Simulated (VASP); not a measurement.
An input for Ansatz (written as the equivalent of a VASP run, and not itself run):

Ansatz 0.2 input:
```yaml
crystal:
  lattice:
    - [0.0000000, 2.0992070, 2.0992070]
    - [2.0992070, 0.0000000, 2.0992070]
    - [2.0992070, 2.0992070, 0.0000000]
  atoms:
    - { symbol: O, position: [0.0000000, 0.0000000, 0.0000000] }
    - { symbol: Co, position: [0.5000000, 0.5000000, 0.5000000], spin: 3 }
kpoints:
  mp_grid: { grid: [11, 11, 11] }
hamiltonian:
  xc: lda
  pseudopotentials: { kind: paw }
  hubbard:
    sites:
      - { species: Co, l: d, u_eff: 3.32 }
magnetization: { spin_polarized: true }
scf:
  occupations: { method: methfessel_paxton, width: 0.2 }
  max_iter: 100
output: { forces: true, stress: true, eigenvalues: true }
```

Write the VASP files for the same calculation (LDA+U).

This is not unique; one that fits is 
File KPOINTS:
```
Automatic mesh
0
Gamma
11 11 11
0 0 0
```

POSCAR:
```
CoO
1
    0.0000000000     2.0992070000     2.0992070000
    2.0992070000     0.0000000000     2.0992070000
    2.0992070000     2.0992070000     0.0000000000
O Co
1 1
Direct
  0.0000000000   0.0000000000   0.0000000000
  0.5000000000   0.5000000000   0.5000000000
```

### INCAR
```
SYSTEM  =  CoO
PREC  =  Accurate; ENCUT  =  400; LREAL  =  .FALSE.
LASPH  =  .TRUE.
EDIFF  =  1E-6; NELM  =  100; ALGO  =  Normal
LMAXMIX  =  4
ISMEAR  =  1; SIGMA  =  0.2
MAGMOM  =  0.0 3.0
ISPIN  =  2
LDAUL  =  -1 2
LDAUU  =  0 3.32
LDAUJ  =  0 0
LDAU  =  .TRUE.; LDAUTYPE  =  2
ISIF  =  2
LWAVE  =  .FALSE.; LCHARG  =  .FALSE.; LORBIT  =  11
```

POTCAR, in this order: O Co (LDA.64 set). Program: vasp_std.

The two are equivalent in intent, not identical: each code has its own PAW files, so the cut-off isn't converted (ENCUT is set for VASP's; basis.ecutwfc is left out, and Ansatz then takes the one that its files recommend); Ansatz stops its SCF on the density residual and VASP on the energy change (EDIFF); the +U projectors differ, so the same U acts differently; Ansatz's lda is the Perdew-Wang form, while the LDA potentials of VASP carry Perdew-Zunger's.

The structure was generated: CoO was put into an ordered model structure, which need not be its known phase. The cell was not relaxed at this level.
